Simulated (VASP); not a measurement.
Input for VASP

### INCAR
```
! general
SYSTEM    =  Sn
PREC      =  Accurate
ENCUT     =  520   ! plane-wave cut-off (eV)
LREAL     =  F   ! projection in real space or not
LASPH     =  T   ! aspherical one-centre terms

! electronic loop
EDIFF     =  1E-7   ! SCF stop (eV)
NELM      =  100
ALGO      =  Normal   ! blocked Davidson
LMAXMIX   =  4   ! l cut-off of mixed one-centre charges

! smearing
ISMEAR    =  1
SIGMA     =  0.1

! functional
GGA       =  BO
LUSE_VDW  =  T
AGGAC     =  0.0
PARAM1    =  0.1833333333
PARAM2    =  0.22

! ions
IBRION    =  2   ! conjugate gradients
NSW       =  30
ISIF      =  4
EDIFFG    =  -0.01   ! ionic stop

! output
LWAVE     =  F
LCHARG    =  F
```

KPOINTS:
```
Regular mesh
0
gamma
13 13 13
0 0 0
```

File POSCAR:
```
Sn
1
   -2.9075672415     2.9075672415     1.5843382003
    2.9075672415    -2.9075672415     1.5843382003
    2.9075672415     2.9075672415    -1.5843382003
Sn
2
Direct
  0.2500000000   0.7500000000   0.5000000000
  0.0000000000   0.0000000000   0.0000000000
```

POTCAR, in this order: Sn_d (PBE.64 set). Program: vasp_std.

Q: Translate this optB88-vdW calculation to Quantum ESPRESSO's pw.x.

A: One equivalent input (not run):
```
&CONTROL
  calculation = 'vc-relax'
  pseudo_dir = './pseudo'
  outdir = './out'
  tprnfor = .true.
  tstress = .true.
  nstep = 30
  forc_conv_thr = 0.00039
/
&SYSTEM
  ibrav = 0
  nat = 2
  ntyp = 1
  ecutwfc = 72
  occupations = 'smearing'
  smearing = 'methfessel-paxton'
  degauss = 0.00735
  input_dft = 'vdw-df-obk8'
/
&ELECTRONS
  conv_thr = 7.3e-09
  electron_maxstep = 100
/
&IONS
/
&CELL
  cell_dofree = 'shape'
/
ATOMIC_SPECIES
  Sn 118.710 Sn.upf
CELL_PARAMETERS angstrom
    -2.9075672    2.9075672    1.5843382
     2.9075672   -2.9075672    1.5843382
     2.9075672    2.9075672   -1.5843382
ATOMIC_POSITIONS crystal
  Sn   0.2500000  0.7500000  0.5000000
  Sn   0.0000000  0.0000000  0.0000000
K_POINTS automatic
  13 13 13 0 0 0
```
What does not carry over: the potentials are each code's own (VASP's PAW set, PseudoDojo norm-conserving files in pw.x), so ENCUT and ecutwfc are chosen apart and not converted; conv_thr bounds pw.x's estimated SCF error, while EDIFF bounds the energy change between steps; forc_conv_thr acts on force components and is met together with etot_conv_thr.

The compound is Sn in the beta structure. This cell is one point of a volume scan, at 0.94 of the reference volume. Symmetry was kept, so distortions that lower it aren't found.
